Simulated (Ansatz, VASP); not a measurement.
# C (Diamond) in two plane-wave programs, part 2 of 3

One calculation is typed for both programs; each brings its own data sets. How far apart do they land? The cell is taken from a series of runs on this material, whose earlier steps may have relaxed, scaled, displaced or heated it; both programs get it as it stands.

VASP 6.6.1 and Ansatz 0.2.0.

So far: The starting structure; VASP: zone-centre phonons, LDA, pair 1.

## (3) Ansatz: zone-centre phonons, LDA, pair 1

Level of this step: Ansatz beside VASP: Kohn-Sham DFT, plane waves, LDA (Ansatz).

Ansatz runs on its PAW soft_1 files.

The same cell, functional (in two slightly different forms) and mesh now go to Ansatz, which takes its cutoff from its data sets.

The input, input.yaml:

```yaml
crystal:
  lattice:
    - [0.0, 1.7729400393, 1.7127612868]
    - [1.7729400393, 0.0, 1.7127612868]
    - [1.7729400393, 1.7729400393, 0.0]
  atoms:
    - { symbol: C, position: [0.5, 0.5, 0.5] }
    - { symbol: C, position: [0.75, 0.75, 0.75] }
kpoints:
  mp_grid: { grid: [12, 12, 12] }
hamiltonian:
  xc: lda
  pseudopotentials: { kind: paw, azcp: { folder: soft_1 }, xc_functional: pbe }
scf:
  occupations: { method: fixed }
output:
  eigenvalues: true
phonons:
  method: dfpt
  dielectric: true
  rigid_motions: translations
```

Launch:

```console
$ ansatz run input.yaml --threads 4 --pin off --max-ram 10240MiB --backend cpu --events-out ev --progress --plain --runs-dir out
```

Numbers of over 12 decimals in the logs are rounded to 6 here.

The program printed:

```text
Engine: ansatz 0.2.0, x86_64-unknown-linux-gnu
Pseudopotentials: kind: paw
Pseudopotential: C, paw, valence charge 4, recommended cutoff 420 eV (normal), soft_1/C.paw.azcp
Functional definition: SPW92
  exchange = slater_x
  correlation = pw_c
Crystal: 2 atoms, lattice volume = 10.768 Å³
Basis set: ecut = 420 eV, 197 PW (Γ), exchange–correlation on 40×40×40 points (8 copies of the dense FFT grid, shifted against one another)
Bands: 8, of which v1, the nominal top of the filled ones, is band 4 counted from 1 (3 counted from 0)
Symmetry: 16 space group operations
k-points: 868 of 1728 (irreducible under 1 space group operation, time reversal used)
Non-local potential: C, projectors of the file, l = 0: 2, l = 1: 2, l = 2: 1
PAW form: soft (Blöchl's): semilocal exchange-correlation on the pseudo side does not see the compensation charge
PAW frozen core: C, regenerated for the run's functional, and the local potential with it (the file was generated under x = pbe(κ = 0.804, μ = 0.219515), c = pbe(β = 0.066725))
PAW one-centre angular grid: C, 110 points (default); XC on 64 Gauss nodes
Initial density: superposition of atomic densities (chi_scale 0.1, normalization cell)
Initial wavefunctions: pseudopotential atomic-orbital guess
Functional: x = slater, c = lda
SCF iter   1: F=—  HF=-486.728428 eV  |F-HF|=—  |Δ(HF+E_count)|=         —  Δρ=1.53e-1  dr2=1.77e0  ethr=3.10e-3  ⟨swp⟩=3.9  Hψ=39676  notcnv=0  defer=1631
preconditioner: auto → none  [insulator: Δε(μ)=4.209 eV  Ē_g=20.319 eV  n_scr=0 (ndim 8)  ℏωp=32.0 eV  f_vac=0.000  ε∞_Penn≈3.5]
SCF iter   2: F=—  HF=-486.039518 eV  |F-HF|=—  |Δ(HF+E_count)|=   6.89e-1  Δρ=5.74e-2  dr2=2.22e-1  ethr=3.10e-3  ⟨swp⟩=2.6  Hψ=18738  notcnv=0  defer=1496
SCF iter   3: F=—  HF=-485.956818 eV  |F-HF|=—  |Δ(HF+E_count)|=   8.27e-2  Δρ=5.82e-3  dr2=1.06e-3  ethr=2.78e-3  ⟨swp⟩=2.7  Hψ=12118  notcnv=0  defer=1685
SCF iter   4: F=—  HF=-485.956879 eV  |F-HF|=—  |Δ(HF+E_count)|=   6.10e-5  Δρ=1.09e-4  dr2=3.96e-7  ethr=1.33e-5  ⟨swp⟩=2.7  Hψ=10335  notcnv=0  defer=1733
SCF iter   5: F=—  HF=-485.956882 eV  |F-HF|=—  |Δ(HF+E_count)|=   2.56e-6  Δρ=3.59e-5  dr2=3.05e-8  ethr=4.95e-9  ⟨swp⟩=2.2  Hψ=10040  notcnv=0  defer=671
SCF iter   6: F=—  HF=-485.956882 eV  |F-HF|=—  |Δ(HF+E_count)|=  6.09e-10  Δρ=4.41e-6  dr2=5.85e-10  ethr=3.81e-10  ⟨swp⟩=1.0  Hψ=7012  notcnv=0  defer=670
SCF iter   7: F=-485.956882 eV  HF=-485.956882 eV  |F-HF|=1.63e-11  |Δ(HF+E_count)|=  2.00e-10  Δρ=1.21e-6  dr2=4.23e-11  ethr=1.25e-12  ⟨swp⟩=7.1  Hψ=36375  notcnv=0
SCF 1 converged in 7 iterations: F = -485.956882 eV  dr2 = 4.23e-11
  greatest PAW one-centre occupation: 0.647 electrons in one spin orbital (limit 2), on the C atom at site 1 (counted from 0), in its partial waves of l = 0
NSCF: frozen V_eff on 3 k-points
DFPT response loops at Γ: preconditioner auto → none (the input reference at scf.mixing.eps_inf says where Resta's filter doesn't serve); β = 0.50; Broyden in place of MSR1
── the response to a field inside a basis, on 12×12×12 k-points: an SCF that follows is theirs, and a resumed run solves both again ──
Bands: 5, of which v1, the nominal top of the filled ones, is band 4 counted from 1 (3 counted from 0)
k-points: 468 of 1728 (irreducible under 4 space group operations)
Initial density: handed on by an earlier stage of this run
Initial wavefunctions: pseudopotential atomic-orbital guess (no wavefunctions were taken with the density)
Eigensolver: Dense (468 Hₖ)
SCF iter   1: F=—  HF=-485.959995 eV  |F-HF|=—  |Δ(HF+E_count)|=         —  Δρ=5.62e-4  dr2=4.22e-6  ethr=1.00e-1
preconditioner: auto → none  [insulator: Δε(μ)=3.636 eV  Ē_g=16.368 eV  n_scr=0 (ndim 8)  ℏωp=32.0 eV  f_vac=0.000  ε∞_Penn≈4.8]
SCF iter   2: F=—  HF=-485.959997 eV  |F-HF|=—  |Δ(HF+E_count)|=   1.73e-6  Δρ=2.79e-4  dr2=9.79e-7  ethr=5.28e-8
SCF iter   3: F=-485.959998 eV  HF=-485.959998 eV  |F-HF|=1.35e-9  |Δ(HF+E_count)|=   7.27e-7  Δρ=1.07e-5  dr2=1.64e-9  ethr=1.22e-8
SCF 1 converged in 3 iterations: F = -485.959998 eV  dr2 = 1.64e-9
DFPT response loops at Γ: mixed as the last ones told, above
SCF converged after 7 iterations
Free energy (F): -485.956882 eV
Harris-Foulkes:  -485.956882 eV  (|F-HF|=1.63e-11)
Internal energy: -485.956882 eV  (E = F + TS)
E sigma→0 (E₀):  -485.956882 eV
Fermi energy:    14.400061 eV
--- Per-component energies (eV) ---
  E_band       = 38.575913
  E_kinetic    = 183.205378
  E_local      = -107.990090  (includes V_loc(G=0)·N_el)
  E_nonlocal   = 48.235335
  E_hartree    = 25.484204
  E_xc         = -95.596085
  E_vxc        = -118.428565  (∫ρ·V_xc dr)
  E_paw        = -185.296298  (= ΣΔE_a)
  E_vpaw       = -17.414595  (= ΣTr[D̂ρ^β])
  E_aug_tail   = 0.000038  (compensation charges beyond the density's cutoff)
  E_ewald      = -354.125028
  E_core_change = 0.125665  (= ΣΔE_core)
  E_smearing   = -0.000000  (= −TS)
  E_closure    = 0.000000  (closes the sum)
  Σ components = -485.956882   (vs F -485.956882, Δ=0.00e0)
--- Band table (eV; the first three rows and the last of 868) ---
  k-point 0: bands = ["-7.9911", "13.8807", "13.8807", "14.4001", "19.4656", "19.8959", "19.8959", "28.7151"]
  k-point 1: bands = ["-7.7919", "12.7532", "13.5305", "13.9328", "19.9496", "20.3283", "20.6384", "28.8092"]
  k-point 2: bands = ["-7.1965", "10.1821", "12.7664", "13.1930", "20.9037", "21.2436", "21.9088", "29.0719"]
  k-point 867: bands = ["-1.8323", "0.0956", "10.8055", "11.4344", "22.4850", "22.4978", "24.0958", "29.9092"]
--- Phonons (Γ-DFPT): 2 representative perturbations + reference, on 868 of 1728 k-points (Σ response iterations 6) ---
  k mesh reduced under 1 symmetry operation, with k and −k counted as one. Each operation leaves every solved perturbation unchanged. A smaller set is not considered because the run solves the response to a homogeneous field
  ASR residual: 4.227e-4 → 0.000e0 eV/Å²; symmetrization residual: 1.801e-7 eV/Å²
  ASR residual per site (eV/Å²): 4.23e-4 4.23e-4
  Γ frequencies (cm⁻¹): 0.00 0.00 0.00 1343.76 1343.76 1364.34
  ε∞ (high-frequency dielectric tensor):
        5.865110     0.000000     0.000000
        0.000000     5.865110    -0.000000
        0.000000    -0.000000     5.504422
  ε⁰ (static dielectric tensor: ions relaxed, cell fixed):
        5.865110     0.000000     0.000000
        0.000000     5.865110    -0.000000
        0.000000    -0.000000     5.504422
  ε⁰ − ε∞ (ionic part):
        0.000000     0.000000     0.000000
        0.000000     0.000000     0.000000
        0.000000     0.000000     0.000000
  softest optical mode at Γ: 1343.76 cm⁻¹; the repairs (sum rule, projections) moved no ω² at Γ by more than (3.10 cm⁻¹)²
  Born effective charges Z* (e; rows j = field, columns β = displacement):
    site 0:
         0.00000    0.00000    0.00000
         0.00000    0.00000    0.00000
         0.00000    0.00000    0.00000
    site 1:
         0.00000    0.00000    0.00000
         0.00000    0.00000    0.00000
         0.00000    0.00000    0.00000
  Z* charge neutrality: 3.508e-4 e pre-enforcement
  solved inside a basis spanned on kpoints, on 12×12×12 k-points, its susceptibility summed on 18×18×18: ε∞ is read to err by 1.5e-2, Z* by 4.3e-3 e (field_mesh: kpoints solves on kpoints)
  optical modes at Γ without the LO–TO term, one row a degenerate level:
      ω (cm⁻¹)  modes    IR ((D/Å)²/amu)
       1343.76      2             0.0000
       1364.34      1             0.0000
  optical modes at Γ + LO–TO along q̂ = [1.0000, 0.0000, 0.0000]:
      ω (cm⁻¹)  modes    IR ((D/Å)²/amu)
       1343.76      2             0.0000
       1364.34      1             0.0000
  optical modes at Γ + LO–TO along q̂ = [0.0000, 1.0000, 0.0000]:
      ω (cm⁻¹)  modes    IR ((D/Å)²/amu)
       1343.76      2             0.0000
       1364.34      1             0.0000
  optical modes at Γ + LO–TO along q̂ = [0.0000, 0.0000, 1.0000]:
      ω (cm⁻¹)  modes    IR ((D/Å)²/amu)
       1343.76      2             0.0000
       1364.34      1             0.0000
```

The column dr2 measures how far the density is from self-consistency, as an energy; F and HF (Harris–Foulkes) agree once it is small.

## (4) Differences

Known differences besides the potentials themselves: the two LDA forms differ slightly; fixed occupations in Ansatz, narrow Gaussian smearing in VASP; VASP's response is taken on the typed mesh, Ansatz refines its own for the field response alone; the cutoff is 420 eV in Ansatz and 600 eV in VASP; VASP's log shows a relativistic correction to its local exchange, Ansatz's none. Total energies have different zeros and are not compared.

The two programs side by side:

```
                                    quantity  Ansatz    VASP  difference
                                       ε∞ xx    5.87    5.86     +0.04 %
                                       ε∞ yy    5.87    5.86     +0.04 %
                                       ε∞ zz    5.50    5.50     +0.02 %
Born charge of C1 (mean of the diagonal) (e)    0.00    0.00        0.00
                  optical mode 1 to 2 (cm⁻¹)  1343.8  1348.2     -0.33 %
                       optical mode 3 (cm⁻¹)  1364.3  1368.0     -0.27 %
```

Modes are paired by rising frequency, not by their patterns, so a pair may set unlike modes beside each other; they are those without the splitting of longitudinal modes.

## (5) Ansatz: zone-centre phonons, LDA, pair 2

Second derivatives magnify differences that forces hide, and they need a tight electronic threshold. The cell compared in this pair holds 10.85 Å³, against 10.77 Å³ for the pair before.

The cell is taken from a series of runs on this material, whose earlier steps may have relaxed, scaled, displaced or heated it; both programs get it as it stands.

input.yaml, the sections that differ from step 3:

```yaml
crystal:
  lattice:
    - [0.0, 1.7703173872, 1.7304186197]
    - [1.7703173872, 0.0, 1.7304186197]
    - [1.7703173872, 1.7703173872, 0.0]
  atoms:
    - { symbol: C, position: [0.5, 0.5, 0.5] }
    - { symbol: C, position: [0.75, 0.75, 0.75] }
# kpoints, hamiltonian, scf, output, phonons: as in step 3
```

The program printed:

```text
[...]
Crystal: 2 atoms, lattice volume = 10.846 Å³
Basis set: ecut = 420 eV, 181 PW (Γ), exchange–correlation on 40×40×40 points (8 copies of the dense FFT grid, shifted against one another)
Bands: 8, of which v1, the nominal top of the filled ones, is band 4 counted from 1 (3 counted from 0)
Symmetry: 16 space group operations
k-points: 868 of 1728 (irreducible under 1 space group operation, time reversal used)
[...]
optical modes at Γ + LO–TO along q̂ = [1.0000, 0.0000, 0.0000]:
      ω (cm⁻¹)  modes    IR ((D/Å)²/amu)
[...]
optical modes at Γ + LO–TO along q̂ = [0.0000, 1.0000, 0.0000]:
      ω (cm⁻¹)  modes    IR ((D/Å)²/amu)
       1337.27      2             0.0000
       1351.20      1             0.0000
  optical modes at Γ + LO–TO along q̂ = [0.0000, 0.0000, 1.0000]:
      ω (cm⁻¹)  modes    IR ((D/Å)²/amu)
       1337.27      2             0.0000
       1351.20      1             0.0000
[key lines of the parts left out:]
SCF converged after 7 iterations
Free energy (F): -485.975593 eV
Fermi energy:    14.147191 eV
```

## (6) VASP: zone-centre phonons, LDA, pair 2

The same cell, functional (in two slightly different forms) and mesh now go to VASP, with its own data sets.

The input, INCAR:

```
SYSTEM = C
PREC = Accurate
ENCUT = 600
EDIFF = 1E-08
NELM = 120
ISMEAR = 0
SIGMA = 0.01
LREAL = .FALSE.
ALGO = Normal
GGA = CA
NBANDS = 10
LORBIT = 11
LWAVE = .FALSE.
LCHARG = .FALSE.
ISIF = 2
IBRION = 8
LEPSILON = .TRUE.
LASPH = .TRUE.
GGA_COMPAT = .FALSE.
EFERMI = MIDGAP
KPAR = 2
```

The input, POSCAR:

```
C
1.0
    0.0000000000      1.7703173872      1.7304186197
    1.7703173872      0.0000000000      1.7304186197
    1.7703173872      1.7703173872      0.0000000000
C
2
Direct
    0.5000000000      0.5000000000      0.5000000000
    0.7500000000      0.7500000000      0.7500000000
```

The input, KPOINTS:

```
Automatic mesh
0
Gamma
12 12 12
0 0 0
```

Potentials, in the order of the species: C (LDA family, release 64).

Launch:

```console
$ mpirun -np 2 vasp_std
```

The program printed:

```text
[... set-up lines as in an earlier step ...]
 entering main loop
       N       E                     dE             d eps       ncg     rms          rms(c)
DAV:   1     0.767831503750E+00    0.76783E+00   -0.53287E+03  3350   0.865E+02
DAV:   2    -0.207313924453E+02   -0.21499E+02   -0.20769E+02  4472   0.137E+02
DAV:   3    -0.211357932149E+02   -0.40440E+00   -0.40347E+00  3862   0.154E+01
DAV:   4    -0.211366003869E+02   -0.80717E-03   -0.80713E-03  3562   0.826E-01
[...]
DAV:  11    -0.202352860295E+02    0.62528E-07   -0.59062E-08  3650   0.202E-03    0.730E-04
DAV:  12    -0.202352860188E+02    0.10673E-07   -0.13177E-09  2006   0.364E-04    0.154E-04
DAV:  13    -0.202352860167E+02    0.21312E-08   -0.80085E-11  1732   0.960E-05
   1 F= -.20235286E+02 E0= -.20235286E+02  d E =0.000000E+00
 Linear response reoptimize wavefunctions to high precision
DAV:   1    -0.202352860162E+02    0.44611E-09   -0.31484E-12  1892   0.191E-05
DAV:   2    -0.202352860162E+02    0.49454E-11   -0.16151E-13  1694   0.478E-06
 Linear response G [H, r] |phi>, progress :
  Direction:   1
[...]
RMM:  10    -0.111891305119E+00    0.22224E-08   -0.20051E-08 13711   0.421E-05    0.174E-07
 first order change of Fermi-energy   0.14800E-04
 force on displaced ion       1 direction 1 : -39.758   0.000  -0.000
 Born effective charge ion    1 direction 1 :   0.000   0.000   0.000
 Linear response progress:
  Degree of freedom:   2/  2
       N       E                     dE             d eps       ncg     rms          rms(c)
RMM:   1    -0.119828599343E+00   -0.11983E+00   -0.20644E-02 13264   0.206E+00
RMM:   2    -0.110955920426E+00    0.88727E-02   -0.21742E-03  8535   0.387E-01    0.191E-01
RMM:   3    -0.111120081191E+00   -0.16416E-03   -0.20333E-04  8371   0.114E-01    0.104E-01
RMM:   4    -0.111938878139E+00   -0.81880E-03   -0.23483E-04  8297   0.118E-01    0.135E-02
[...]
RMM:   8    -0.111898877640E+00    0.56107E-07   -0.55633E-09  9355   0.830E-05    0.101E-05
RMM:   9    -0.111898753730E+00    0.12391E-06   -0.58833E-09  9694   0.578E-05    0.142E-06
RMM:  10    -0.111898755401E+00   -0.16713E-08   -0.37507E-08  7581   0.460E-05    0.429E-07
 first order change of Fermi-energy   0.40615E-03
 force on displaced ion       1 direction 3 :  -0.000  -0.000 -40.557
 Born effective charge ion    1 direction 3 :   0.000   0.000  -0.000
 Born effective charges drift removed
 Linear response finished
```

OUTCAR, selected parts (step 6):

```text
  Total        0.0692565      0.0692565      1.5311946      0.0000000      0.0000000      0.0000000
  in kB       10.2302863     10.2302863    226.1817326      0.0000000      0.0000000      0.0000000
  external PRESSURE =      82.2141017 kB  Pullay stress =       0.0000000 kB

 POSITION                                       TOTAL-FORCE (eV/Angst)
 -----------------------------------------------------------------------------------
      1.77032      1.77032      1.73042        -0.000000     -0.000000      0.000000
      2.65548      2.65548      2.59563         0.000000      0.000000     -0.000000
 -----------------------------------------------------------------------------------
    total drift:                                0.000000     -0.000000      0.000000

 MACROSCOPIC STATIC DIELECTRIC TENSOR (including local field effects in DFT)
 ------------------------------------------------------
           5.826745     0.000000     0.000000
           0.000000     5.826745     0.000000
           0.000000     0.000000     5.586184
 ------------------------------------------------------

[... 2 parts as in an earlier step ...]

[... 1 further part left out ...]
```

## (7) Differences

Compared:

```
                                    quantity  Ansatz    VASP  difference
                                       ε∞ xx    5.83    5.83     +0.03 %
                                       ε∞ yy    5.83    5.83     +0.03 %
                                       ε∞ zz    5.59    5.59     +0.03 %
Born charge of C1 (mean of the diagonal) (e)    0.00    0.00        0.00
                  optical mode 1 to 2 (cm⁻¹)  1337.3  1341.7     -0.33 %
                       optical mode 3 (cm⁻¹)  1351.2  1355.2     -0.29 %
```

Modes are paired by rising frequency, not by their patterns, so a pair may set unlike modes beside each other; they are those without the splitting of longitudinal modes.

[end of part 2 of 3]

[Lines on the potential files, build, host, timing and source positions are cut from VASP's logs without a mark.]

[Logs are printed without paths, hosts, clocks, repeated set-up lines and the standing remarks that a program may print on its own settings, such as how far it seeks lower states.]

[Hosts, paths, dates, database ids (printed as entryN), source tags and the programs' standing remarks are cut or masked in the printed files.]
